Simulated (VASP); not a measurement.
## TiAl (space group P4/mmm): computed properties

Level of theory: r2SCAN+rVV10, VASP's PBE PAW potentials (set 64) (plane waves; VASP).

- space group: P4/mmm (123)
- cell: a = b = 2.8103 Å, c = 4.0425 Å, α = β = γ = 90.00°
- volume per atom: 15.96 Å³/atom
- band gap (over mesh and band path): none (metal, semimetal or under 0.01 eV)
- band gap with spin-orbit coupling: none (metallic)
- density: 3.89 g/cm³

```cif
data_AlTi
_chemical_formula_sum 'Al1 Ti1'
_space_group_name_H-M_alt 'P4/mmm'
_space_group_IT_number 123
_space_group_name_Hall '-P 4 2'
_cell_length_a 2.81034
_cell_length_b 2.81034
_cell_length_c 4.04248
_cell_angle_alpha 90.000
_cell_angle_beta 90.000
_cell_angle_gamma 90.000
loop_
_atom_site_label
_atom_site_type_symbol
_atom_site_symmetry_multiplicity
_atom_site_Wyckoff_symbol
_atom_site_fract_x
_atom_site_fract_y
_atom_site_fract_z
_atom_site_occupancy
Al1 Al 1 d 0.50000 0.50000 0.50000 1
Ti1 Ti 1 a 0.00000 0.00000 0.00000 1
```

The structure comes from a measured TiAl entry (P4/mmm) of the Crystallography Open Database, whose conditions weren't checked. It was relaxed first. Symmetry was kept, so distortions that lower it aren't found. The electron count is odd and the run is not spin-polarised, which forces a metal.
